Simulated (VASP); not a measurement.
Data:

```xyz
2
Lattice="0.0000 2.7383 2.7383 2.7383 0.0000 2.7383 2.7383 2.7383 0.0000" Properties=species:S:1:pos:R:3 pbc="T T T"
Ga     0.0000     0.0000     0.0000
P      1.3691     1.3691     1.3691
```

Calculation: rev-vdW-DF2, VASP's PBE PAW potentials (set 64) (plane waves; VASP 6.6.1). Run with 520 eV cut-off, 9×9×9 Γ-centred mesh, tetrahedra with Blöchl corrections, potentials Ga_d P.

Q: Estimate the energy per atom (σ→0).

A: 
The energy per atom (σ→0) is -2.482 eV/atom.

Only differences to runs with the same potentials and settings are physical.

The compound is GaP in the zinc blende structure. It was relaxed first.
